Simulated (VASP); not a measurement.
Crystal: GaB3As4.

```
Ga B As
1.0
     0.00000    2.51015   -2.51015
    -2.51015   -5.02030   -2.51015
    -5.02030    2.51015    2.51015
Ga B As
1 3 4
Direct
  0.75000 0.50000 0.25000
  0.00000 0.00000 0.00000
  0.25000 0.50000 0.75000
  0.50000 0.00000 0.50000
  0.93750 0.87500 0.31250
  0.18750 0.37500 0.06250
  0.43750 0.87500 0.81250
  0.68750 0.37500 0.56250
```

The cell comes from a database or a generator and needn't be the stable form of this composition.

| Property | Result |
| --- | --- |
| Program | VASP 6.6.1 |
| Task | relaxation of cell and atoms |
| Functional | PBE |
| Potentials or basis | VASP PAW PBE potentials, release 64 (Ga_d, B, As) |
| Cutoff | 600 eV |
| k mesh | 7 × 7 × 4 |
| Occupations | gaussian, width 0.02 eV |
| Spin | no spin polarisation |

At the start: pressure 6.1 GPa; volume 15.82 Å³/atom.

Q: Where does the relaxation end?

A: Over 14 steps the energy falls by 186.5 meV/atom and the volume is 16.14 Å³/atom (+2.0 %); space group Cm (No. 8, to 0.05 Å).

Step by step:
```csv
step,energy change (eV),largest force (eV/Å),pressure (GPa),volume (Å³)
1,0.0000,5.1102,6.14,126.53
2,-1.1983,0.8939,-5.95,137.95
3,-1.2902,0.7636,-4.14,135.23
4,-1.4469,0.5526,0.87,128.30
5,-1.4472,0.5462,0.66,128.55
6,-1.4810,0.2133,0.43,128.65
7,-1.4834,0.2207,0.38,128.68
8,-1.4886,0.1718,-0.26,129.41
9,-1.4887,0.1550,-0.18,129.33
10,-1.4909,0.0598,-0.07,129.18
11,-1.4913,0.0633,0.00,129.08
12,-1.4918,0.0251,0.03,129.05
13,-1.4918,0.0301,0.04,129.04
14,-1.4919,0.0096,-0.03,129.11
```

Final structure:
```
Ga B As
1.0
     0.00000    2.51058   -2.51058
    -2.53773   -5.03560   -2.52502
    -5.10390    2.52965    2.52965
Ga B As
1 3 4
Direct
  0.75179 0.50358 0.25163
  0.99628 0.99256 0.98957
  0.24802 0.49604 0.75104
  0.50555 0.01110 0.51097
  0.95787 0.91575 0.31925
  0.17465 0.34929 0.02707
  0.43106 0.86211 0.81114
  0.68478 0.36956 0.58932
```
